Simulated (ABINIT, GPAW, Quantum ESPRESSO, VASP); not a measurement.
Code comparison for MnZn3 (Pm-3m, 4 atoms in the cell)

Self-consistent single point, at a second geometry (lattice scaled by 0.98). First geometry:

```
MnZn3
1.0
    3.72623     0.00000     0.00000
    0.00000     3.72623     0.00000
    0.00000     0.00000     3.72623
Mn Zn
1 3
Direct
  0.00000   0.00000   0.00000
  0.00000   0.50000   0.50000
  0.50000   0.00000   0.50000
  0.50000   0.50000   0.00000
```
Moments meant for the start (each program seeds them in its own way; μB, in the order of the atoms Mn Zn Zn Zn): 4.0 0.0 0.0 0.0.

Shared settings, as Quantum ESPRESSO writes them: occupations = smearing; smearing = fd; degauss = 0.0073499 Ry; nspin = 2; K_POINTS = automatic 6 6 6 0 0 0. Potentials and cutoffs stand in the table.

| code | model | ΔF from the first geometry (meV/atom) | pressure (GPa) | size of the net moment (μB/atom) | cutoff |
|---|---|---|---|---|---|
| GPAW | PBEsol, GPAW PAW datasets PBEsol (made by gpaw-setup) | 17.4 | 7.64 | 0.47 | 800 eV |
| Quantum ESPRESSO | PBEsol, SSSP 1.1.2 efficiency (PBE) pseudopotentials | 18.8 | 7.10 | 0.50 | 50 Ry |
| VASP | PBEsol, VASP's PBE PAW potentials (set 64) | 20.9 | 7.94 | 0.48 | 300 eV |
| ABINIT | PBEsol, PAW (JTH v2.0 PBE PAW, files made for PBE) | 18.1 | 7.50 | 0.48 | 30 Ha |

For Quantum ESPRESSO (by 0.8 GPa) and VASP (by 0.5 GPa) the energy change implies a higher mean pressure, against the two pressures, than for the other programs: a sign of finite-basis (Pulay) stress.

On GPAW's run: with one magnetic atom in the cell only a parallel order is possible.

The spread over the programs that give each value: ΔF from the first geometry within 3.5 meV/atom; pressure within 0.84 GPa; size of the net moment within 0.03 μB/atom.

VASP's run is marked for a possible Pulay error in its stress at this cutoff; no cutoff test was made.

The starting cell comes from a database of computed structures (which also holds hypothetical and non-ambient phases and stackings), without a prior relaxation at this level. Its lattice was rescaled by a random factor within 2.5 % of one. For this run, on top of that: lattice scaled by 0.98.

Left out of this page: Ansatz, Elk, FLEUR and SIESTA (not drawn, or without a comparable value).
